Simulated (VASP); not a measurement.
Method: optB88-vdW, VASP's PBE PAW potentials (set 64) (plane waves; VASP).

VASP input:

File KPOINTS:
```
Automatic mesh
0
Gamma
14 14 11
0 0 0
```

File POSCAR:
```
CuAu
7.1900830
  0.4019585286   0.0000000000   0.0000000000
  0.0000000000   0.4019585286   0.0000000000
  0.0000000000   0.0000000000   0.4999999852
Cu Au
1 1
Cartesian
  0.0000000000   0.0000000000   0.0000000000
  0.2009792643   0.2009792643   0.2499999926
```

**INCAR**
```
! general
SYSTEM   = CuAu
PREC     = Accurate
ENCUT    = 520
LREAL    = .FALSE.   ! projection in real space or not
LASPH    = .TRUE.   ! aspherical one-centre terms

! electronic loop
EDIFF    = 1E-7
NELM     = 100   ! most electronic steps
ALGO     = Normal   ! blocked Davidson
LMAXMIX  = 6   ! l cut-off of mixed one-centre charges

! smearing
ISMEAR   = -5

! functional
GGA      = BO
LUSE_VDW = .TRUE.
AGGAC    = 0.0
PARAM1   = 0.1833333333
PARAM2   = 0.22

! ions
ISIF     = 2

! output
LWAVE    = .FALSE.
LCHARG   = .TRUE.
LORBIT   = 11   ! lm-projected
NEDOS    = 601   ! DOS grid
```

POTCAR, in this order: Cu Au (PBE.64 set). Program: vasp_std.

The resulting files:

OSZICAR:
```
       N       E                     dE             d eps       ncg     rms          rms(c)
DAV:   1     0.139512815635E+03    0.13951E+03   -0.11535E+04  6733   0.208E+03
DAV:   2     0.265952781227E+01   -0.13685E+03   -0.13085E+03  6690   0.337E+02
DAV:   3    -0.223285858416E+01   -0.48924E+01   -0.48263E+01  8118   0.742E+01
DAV:   4    -0.228615032214E+01   -0.53292E-01   -0.53264E-01  7508   0.660E+00
DAV:   5    -0.228772413130E+01   -0.15738E-02   -0.15738E-02  9642   0.125E+00    0.100E+01
DAV:   6    -0.175858771249E+01    0.52914E+00   -0.66127E+00  6700   0.743E+01    0.489E+00
DAV:   7    -0.150356615681E+01    0.25502E+00   -0.25316E+00  7930   0.798E+01    0.510E+00
DAV:   8    -0.144586569501E+01    0.57700E-01   -0.23770E-01  8282   0.140E+01    0.251E+00
DAV:   9    -0.143930505581E+01    0.65606E-02   -0.19270E-02 10068   0.301E+00    0.170E-01
DAV:  10    -0.143903254588E+01    0.27251E-03   -0.28476E-03  8125   0.691E-01    0.729E-02
DAV:  11    -0.143902790129E+01    0.46446E-05   -0.63994E-05  7757   0.885E-02    0.331E-02
DAV:  12    -0.143902810610E+01   -0.20480E-06   -0.43297E-06 10209   0.556E-02    0.378E-03
DAV:  13    -0.143903148134E+01   -0.33752E-05   -0.74001E-07  8891   0.274E-02    0.162E-03
DAV:  14    -0.143903022729E+01    0.12541E-05   -0.18407E-07  4187   0.151E-02    0.354E-04
DAV:  15    -0.143903024230E+01   -0.15011E-07   -0.31064E-08  3814   0.235E-03
   1 F= -.14390302E+01 E0= -.14390302E+01  d E =0.000000E+00
```

**OUTCAR**
```
------------------------ aborting loop because EDIFF is reached ----------------------------------------
  FORCE on cell =-STRESS in cart. coord.  units (eV):
  Direction    XX          YY          ZZ          XY          YZ          ZX
  --------------------------------------------------------------------------------------
  Total       -0.0357042     -0.0357042      0.0150334      0.0000000      0.0000000     -0.0000000
  in kB       -1.9050048     -1.9050048      0.8021090      0.0000000      0.0000000     -0.0000000
  external PRESSURE =      -1.0026335 kB  Pullay stress =       0.0000000 kB
  volume of cell :       30.03
      direct lattice vectors                 reciprocal lattice vectors
     2.890115183  0.000000000  0.000000000     0.346006971  0.000000000  0.000000000
     0.000000000  2.890115183  0.000000000     0.000000000  0.346006971  0.000000000
     0.000000000  0.000000000  3.595041394     0.000000000  0.000000000  0.278160914
 POSITION                                       TOTAL-FORCE (eV/Angst)
 -----------------------------------------------------------------------------------
      0.00000      0.00000      0.00000         0.000000      0.000000      0.000000
      1.44506      1.44506      1.79752         0.000000      0.000000      0.000000
 -----------------------------------------------------------------------------------
    total drift:                                0.000000      0.000000     -0.000000
  FREE ENERGIE OF THE ION-ELECTRON SYSTEM (eV)
  ---------------------------------------------------
  free  energy   TOTEN  =        -1.4390302423 eV

  energy  without entropy=       -1.4390302423  energy(sigma->0) =       -1.43903024

 total charge

# of ion       s       p       d       tot
------------------------------------------
    1        0.378   0.300   9.249   9.927
    2        0.606   0.381   8.720   9.707
--------------------------------------------------
tot          0.984   0.680  17.969  19.634
```
(Selected blocks of OUTCAR.)

For a metal the tetrahedron method with Blöchl corrections gives inexact stress and forces.

The compound is CuAu in the L1_0 structure. It was relaxed first.
